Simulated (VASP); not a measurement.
All values below come from optB86b-vdW, VASP's PBE PAW potentials (set 64) (plane waves; VASP).

VASP ran on this input.

POSCAR:
```
W
1.5859240
 -0.9999998388   0.9999998388   0.9999998388
  0.9999998388  -0.9999998388   0.9999998388
  0.9999998388   0.9999998388  -0.9999998388
W
1
direct
  0.0000000000   0.0000000000   0.0000000000
```

File KPOINTS:
```
K-points
0
G
  16 16 16
```

INCAR:
```
AGGAC  =  0.0
PARAM2  =  1.0
PARAM1  =  0.1234
LCHARG  =  .FALSE.
SYSTEM  =  W
LREAL  =  .FALSE.   # projection in real space or not
LUSE_VDW  =  .TRUE.
ISMEAR  =  1
EDIFF  =  1E-7   # SCF stop (eV)
GGA  =  MK
ENCUT  =  520   # plane-wave cut-off (eV)
ALGO  =  Normal
SIGMA  =  0.1   # width (eV)
LWAVE  =  .FALSE.
ISIF  =  2   # forces and stress, cell fixed
LMAXMIX  =  6
PREC  =  Accurate
LASPH  =  .TRUE.
NELM  =  100   # most electronic steps
```

POTCAR, in this order: W_sv (PBE.64 set). Program: vasp_std.

Unless said otherwise, spin-orbit coupling is left out, though it shifts the bands of the heavy elements here.

Q: Estimate the energy per atom (σ→0), band gap (on the k-mesh).

A: 
The energy per atom (σ→0) is -10.113 eV/atom and the band gap (on the k-mesh) is none (metal, semimetal or under 0.01 eV).

### OSZICAR
```
...
DAV:   5    -0.107258068690E+02   -0.72234E-04   -0.72236E-04  3562   0.327E-01    0.207E+01
DAV:   6    -0.102410731352E+02    0.48473E+00   -0.56457E-01  3397   0.996E+00    0.824E+00
DAV:   7    -0.101172870286E+02    0.12379E+00   -0.29986E-01  3496   0.680E+00    0.639E-01
DAV:   8    -0.101138820792E+02    0.34049E-02   -0.46469E-03  3295   0.105E+00    0.163E-01
DAV:   9    -0.101136889777E+02    0.19310E-03   -0.27386E-04  3549   0.206E-01    0.443E-02
DAV:  10    -0.101136849307E+02    0.40470E-05   -0.28066E-05  3487   0.769E-02    0.535E-03
DAV:  11    -0.101136849546E+02   -0.23970E-07   -0.37248E-07  3275   0.866E-03
   1 F= -.10113685E+02 E0= -.10113481E+02  d E =-.610861E-03
```

The compound is W in the bcc structure. It was relaxed first.
